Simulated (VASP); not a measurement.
Computed with revPBE GGA, VASP's PBE PAW potentials (set 64) (plane waves; VASP).

A VASP calculation is set up with these files.

**KPOINTS**
```
Automatic mesh
0
Gamma
10 10 10
0 0 0
```

POSCAR:
```
Bi
1
    4.2763974245    -2.2530980991     0.0500634232
    4.2763974245     2.2530980991     0.0500634232
    3.0459552850     0.0000000000     3.7534901850
Bi
2
Direct
  0.2319712746   0.2319712746   0.2319712746
  0.7680287254   0.7680287254   0.7680287254
```

**INCAR**
```
# general
SYSTEM  = Bi
PREC    = Accurate
ENCUT   = 520
LREAL   = F   # projection in real space or not
LASPH   = T

# electronic loop
EDIFF   = 1E-7   # SCF stop (eV)
NELM    = 100   # most electronic steps
ALGO    = Normal
LMAXMIX = 4

# smearing
ISMEAR  = 1   # Methfessel-Paxton
SIGMA   = 0.1

# functional
GGA     = RE   # revPBE

# ions
IBRION  = 2   # conjugate gradients
NSW     = 30
ISIF    = 4
EDIFFG  = -0.01   # ionic stop

# output
LWAVE   = F
LCHARG  = F
```

POTCAR, in this order: Bi_d (PBE.64 set). Program: vasp_std.

Output

File OUTCAR:
```
 ion  position               nearest neighbor table
   1  0.232  0.232  0.232-   2 3.05   2 3.05   2 3.05   2 3.59   2 3.59   2 3.59
   2  0.768  0.768  0.768-   1 3.05   1 3.05   1 3.05   1 3.59   1 3.59   1 3.59
  LATTYP: Found a trigonal (rhomboedric) cell.
 ALAT       =     4.8338941158
 COS(alpha) =     0.5654937483
 Subroutine PRICEL returns:
 Original cell was already a primitive cell.
 Subroutine GETGRP returns: Found 12 space group operations
The static configuration has the point symmetry D_3d.
The dynamic configuration has the point symmetry D_3d.
 Subroutine INISYM returns: Found 12 space group operations
 Subroutine IBZKPT returns following result:
 Found    116 irreducible k-points:

 Following reciprocal coordinates:
            Coordinates               Weight
  0.000000  0.000000  0.000000      1.000000
  0.100000  0.000000  0.000000      6.000000
  0.200000  0.000000  0.000000      6.000000
  0.300000 -0.000000 -0.000000      6.000000
  0.400000  0.000000  0.000000      6.000000
  0.500000  0.000000  0.000000      3.000000
  0.100000  0.100000  0.000000      6.000000
  0.200000  0.100000  0.000000     12.000000
  0.300000  0.100000  0.000000     12.000000
  0.400000  0.100000  0.000000     12.000000
  0.500000  0.100000  0.000000     12.000000
 -0.400000  0.100000 -0.000000     12.000000
 -0.300000  0.100000 -0.000000     12.000000
 -0.200000  0.100000 -0.000000     12.000000
 -0.100000  0.100000  0.000000      6.000000
  0.200000  0.200000  0.000000      6.000000
  0.300000  0.200000  0.000000     12.000000
  0.400000  0.200000  0.000000     12.000000
  0.500000  0.200000  0.000000     12.000000
 -0.400000  0.200000 -0.000000     12.000000
 -0.300000  0.200000  0.000000     12.000000
 -0.200000  0.200000  0.000000      6.000000
  0.300000  0.300000  0.000000      6.000000
  0.400000  0.300000  0.000000     12.000000
  0.500000  0.300000  0.000000     12.000000
 -0.400000  0.300000 -0.000000     12.000000
 -0.300000  0.300000  0.000000      6.000000
  0.400000  0.400000  0.000000      6.000000
  0.500000  0.400000  0.000000     12.000000
 -0.400000  0.400000  0.000000      6.000000
  0.500000  0.500000  0.000000      3.000000
  0.100000  0.100000  0.100000      2.000000
  0.200000  0.100000  0.100000      6.000000
  0.300000  0.100000  0.100000      6.000000
  0.400000  0.100000  0.100000      6.000000
  0.500000  0.100000  0.100000      6.000000
 -0.400000  0.100000  0.100000      6.000000
 -0.300000  0.100000  0.100000      6.000000
 -0.200000  0.100000  0.100000      6.000000
 -0.100000  0.100000  0.100000      6.000000
   k-points           NKPTS =    116   k-points in BZ     NKDIM =    116   number of bands    NBANDS=     19
   number of dos      NEDOS =    301   number of ions     NIONS =      2
   total plane-waves  NPLWV =  46656
   dimension x,y,z NGX =    36 NGY =   36 NGZ =   36
   dimension x,y,z NGXF=    72 NGYF=   72 NGZF=   72
   ions per type =               2
   PREC   = accura    normal or accurate (medium, high low for compatibility)
   ISTART =      0    job   : 0-new  1-cont  2-samecut
   ICHARG =      2    charge: 1-file 2-atom 10-const
   ISPIN  =      1    spin polarized calculation?
   LNONCOLLINEAR =      F non collinear calculations
   LSORBIT =      F    spin-orbit coupling
   INIWAV =      1    electr: 0-lowe 1-rand  2-diag
   ENCUT  =  520.0 eV  38.22 Ry    6.18 a.u.   8.99  8.99  8.99*2*pi/ulx,y,z
   NELM   =    100;   NELMIN=  2; NELMDL= -5     # of ELM steps
   EDIFF  = 0.1E-06   stopping-criterion for ELM
   LREAL  =      F    real-space projection
   NLSPLINE    = F    spline interpolate recip. space projectors
...
```

**OSZICAR**
```
       N       E                     dE             d eps       ncg     rms          rms(c)
DAV:   1     0.295021407428E+03    0.29502E+03   -0.16716E+04  4416   0.189E+03
DAV:   2     0.168457833115E+02   -0.27818E+03   -0.27368E+03  4423   0.455E+02
DAV:   3    -0.627433768213E+01   -0.23120E+02   -0.22724E+02  5169   0.155E+02
DAV:   4    -0.706604685491E+01   -0.79171E+00   -0.79016E+00  4889   0.310E+01
DAV:   5    -0.710605310829E+01   -0.40006E-01   -0.40005E-01  6047   0.634E+00    0.109E+00
DAV:   6    -0.710806227677E+01   -0.20092E-02   -0.15971E-02  5415   0.138E+00    0.675E-01
DAV:   7    -0.711053742816E+01   -0.24752E-02   -0.14264E-02  4643   0.139E+00    0.102E-01
DAV:   8    -0.711087564074E+01   -0.33821E-03   -0.17653E-03  4793   0.487E-01    0.240E-02
DAV:   9    -0.711091450717E+01   -0.38866E-04   -0.91330E-05  5610   0.836E-02    0.126E-02
DAV:  10    -0.711091751839E+01   -0.30112E-05   -0.21994E-05  4863   0.382E-02    0.227E-03
DAV:  11    -0.711091839870E+01   -0.88031E-06   -0.12284E-06  4616   0.904E-03    0.150E-03
DAV:  12    -0.711091862872E+01   -0.23002E-06   -0.56835E-07  3597   0.442E-03    0.243E-04
DAV:  13    -0.711091863787E+01   -0.91463E-08   -0.35674E-08  2980   0.196E-03
   1 F= -.71109186E+01 E0= -.71108544E+01  d E =-.711092E+01
       N       E                     dE             d eps       ncg     rms          rms(c)
DAV:   1    -0.711301576374E+01   -0.20971E-02   -0.35160E+00  4816   0.129E+01    0.388E-01
DAV:   2    -0.712130536244E+01   -0.82896E-02   -0.12021E-01  6498   0.422E+00    0.232E-01
DAV:   3    -0.711942998718E+01    0.18754E-02   -0.37112E-03  5752   0.972E-01    0.381E-02
DAV:   4    -0.711951194685E+01   -0.81960E-04   -0.11930E-03  4927   0.350E-01    0.155E-02
DAV:   5    -0.711951255363E+01   -0.60678E-06   -0.56809E-05  5926   0.912E-02    0.555E-03
DAV:   6    -0.711951296114E+01   -0.40751E-06   -0.36353E-06  5635   0.214E-02    0.214E-03
DAV:   7    -0.711951302046E+01   -0.59324E-07   -0.23520E-07  3683   0.517E-03
   2 F= -.71195130E+01 E0= -.71194398E+01  d E =-.859438E-02
       N       E                     dE             d eps       ncg     rms          rms(c)
DAV:   1    -0.710262057082E+01    0.16892E-01   -0.13335E+01  4822   0.254E+01    0.751E-01
DAV:   2    -0.713171688121E+01   -0.29096E-01   -0.43314E-01  6500   0.739E+00    0.457E-01
DAV:   3    -0.712471445198E+01    0.70024E-02   -0.13153E-02  5717   0.175E+00    0.851E-02
DAV:   4    -0.712490087648E+01   -0.18642E-03   -0.38561E-03  5770   0.608E-01    0.282E-02
DAV:   5    -0.712490166281E+01   -0.78633E-06   -0.19286E-04  4934   0.178E-01    0.993E-03
DAV:   6    -0.712490354393E+01   -0.18811E-05   -0.17199E-05  6190   0.457E-02    0.357E-03
DAV:   7    -0.712490391159E+01   -0.36766E-06   -0.12441E-06  5102   0.124E-02    0.884E-04
DAV:   8    -0.712490402264E+01   -0.11105E-06   -0.93637E-08  2844   0.295E-03    0.337E-04
DAV:   9    -0.712490406443E+01   -0.41791E-07   -0.32714E-08  2408   0.181E-03
   3 F= -.71249041E+01 E0= -.71248395E+01  d E =-.139854E-01
       N       E                     dE             d eps       ncg     rms          rms(c)
DAV:   1    -0.712468470427E+01    0.21932E-03   -0.12896E-01  4837   0.247E+00    0.758E-02
DAV:   2    -0.712504081727E+01   -0.35611E-03   -0.49192E-03  6495   0.894E-01    0.446E-02
DAV:   3    -0.712497582351E+01    0.64994E-04   -0.12508E-04  6260   0.181E-01    0.921E-03
DAV:   4    -0.712497720907E+01   -0.13856E-05   -0.38486E-05  5950   0.586E-02    0.262E-03
DAV:   5    -0.712497698100E+01    0.22808E-06   -0.18608E-06  4971   0.175E-02    0.904E-04
DAV:   6    -0.712497700747E+01   -0.26473E-07   -0.97398E-08  2354   0.461E-03
   4 F= -.71249770E+01 E0= -.71249105E+01  d E =-.140584E-01
       N       E                     dE             d eps       ncg     rms          rms(c)
DAV:   1    -0.713549178583E+01   -0.10515E-01   -0.45829E-01  4625   0.560E+00    0.507E-01
DAV:   2    -0.713003431750E+01    0.54575E-02   -0.19384E-02  5913   0.226E+00    0.327E-01
DAV:   3    -0.712607023539E+01    0.39641E-02   -0.63507E-03  5655   0.178E+00    0.315E-02
DAV:   4    -0.712621507024E+01   -0.14483E-03   -0.19201E-03  4654   0.586E-01    0.168E-02
DAV:   5    -0.712621821728E+01   -0.31470E-05   -0.77198E-05  5465   0.942E-02    0.593E-03
DAV:   6    -0.712621770347E+01    0.51381E-06   -0.57780E-06  5835   0.406E-02    0.191E-03
DAV:   7    -0.712621769689E+01    0.65766E-08   -0.83906E-07  4794   0.125E-02
   5 F= -.71262177E+01 E0= -.71261995E+01  d E =-.124069E-02
       N       E                     dE             d eps       ncg     rms          rms(c)
DAV:   1    -0.714134044035E+01   -0.15123E-01   -0.72039E-01  4625   0.703E+00    0.636E-01
DAV:   2    -0.713275941043E+01    0.85810E-02   -0.30281E-02  5585   0.276E+00    0.410E-01
DAV:   3    -0.712656145272E+01    0.61980E-02   -0.10018E-02  5626   0.217E+00    0.387E-02
DAV:   4    -0.712677443609E+01   -0.21298E-03   -0.28348E-03  4642   0.711E-01    0.209E-02
DAV:   5    -0.712677847581E+01   -0.40397E-05   -0.11363E-04  5303   0.116E-01    0.740E-03
DAV:   6    -0.712677773649E+01    0.73932E-06   -0.87304E-06  5790   0.489E-02    0.233E-03
DAV:   7    -0.712677772957E+01    0.69190E-08   -0.12756E-06  5494   0.158E-02    0.620E-04
DAV:   8    -0.712677769997E+01    0.29600E-07   -0.10745E-07  2833   0.508E-03
   6 F= -.71267777E+01 E0= -.71268129E+01  d E =-.180069E-02
```

### OUTCAR
```
------------------------ aborting loop because EDIFF is reached ----------------------------------------
  FORCE on cell =-STRESS in cart. coord.  units (eV):
  Direction    XX          YY          ZZ          XY          YZ          ZX
  --------------------------------------------------------------------------------------
  Total        0.7540607      0.7528024      0.7529416      0.0000000      0.0000000      0.0004179
  in kB       16.8631627     16.8350239     16.8381353      0.0000000      0.0000000      0.0093456
  external PRESSURE =      16.8454406 kB  Pullay stress =       0.0000000 kB
  volume of cell :       71.64
      direct lattice vectors                 reciprocal lattice vectors
     4.182583135 -2.282564807  0.000967044     0.119564978 -0.219051831 -0.093542406
     4.182583135  2.282564807  0.000967044     0.119564978  0.219051831 -0.093542406
     2.936048806  0.000000000  3.752828541    -0.000061620  0.000000000  0.266513886
 POSITION                                       TOTAL-FORCE (eV/Angst)
 -----------------------------------------------------------------------------------
      2.66023      0.00000      0.88385         0.000144      0.000000      0.000048
      8.64098      0.00000      2.87092        -0.000144      0.000000     -0.000048
 -----------------------------------------------------------------------------------
    total drift:                                0.000000      0.000000      0.000000
  FREE ENERGIE OF THE ION-ELECTRON SYSTEM (eV)
  ---------------------------------------------------
  free  energy   TOTEN  =        -7.1267777000 eV

  energy  without entropy=       -7.1268833528  energy(sigma->0) =       -7.12681292

 reached required accuracy - stopping structural energy minimisation
```
(Selected blocks of OUTCAR.)

CONTCAR:
```
Bi
   1.00000000000000
     4.1825831349218410   -2.2825648068845026    0.0009670438701197
     4.1825831349218410    2.2825648068845026    0.0009670438701197
     2.9360488057830145    0.0000000000000000    3.7528285414320472
  Bi
     2
Direct
     0.2353935534963512    0.2353935534963512    0.2353935535192773
     0.7646064465036490    0.7646064465036490    0.7646064464807226
```

The compound is Bi in the a7 structure. This cell is one point of a volume scan, at 0.94 of the reference volume. Symmetry was kept, so distortions that lower it aren't found.
